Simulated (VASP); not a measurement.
```
CELL_PARAMETERS angstrom
      2.00430    -3.47155     0.00000
      2.00430     3.47155     0.00000
      0.00000     0.00000     5.23260
ATOMIC_POSITIONS crystal
  Ni 0.00000 0.00000 0.50000
  Ni 0.00000 0.00000 0.00000
  Sb 0.33333 0.66667 0.25000
  Sb 0.66667 0.33333 0.75000
```

Level of theory: PBE GGA, VASP's PBE PAW potentials (set 64) (plane waves; VASP). Settings: 750 eV cut-off, 8×8×6 Γ-centred mesh, first-order Methfessel-Paxton smearing of 0.10 eV, potentials Ni Sb.

Unless said otherwise, spin-orbit coupling is left out, though it shifts the bands of the heavy elements here.

### Question
Estimate the energy per atom (σ→0), pressure, band gap (on the k-mesh) with the smallest direct gap where there is one.

### Answer

The band gap (on the k-mesh) is none (metal, semimetal or under 0.01 eV), the energy per atom (σ→0) is -5.072 eV/atom and the pressure is -3.11 GPa.

The absolute energy has meaning only against runs of the same code, potentials and settings.

The compound is NiSb in the NiAs type structure. The cell was not relaxed at this level. The run is one of a series of settings (ENCUT = 750 against the base run), some of them coarse on purpose. The run is not spin-polarised, so no magnetic state was tried.
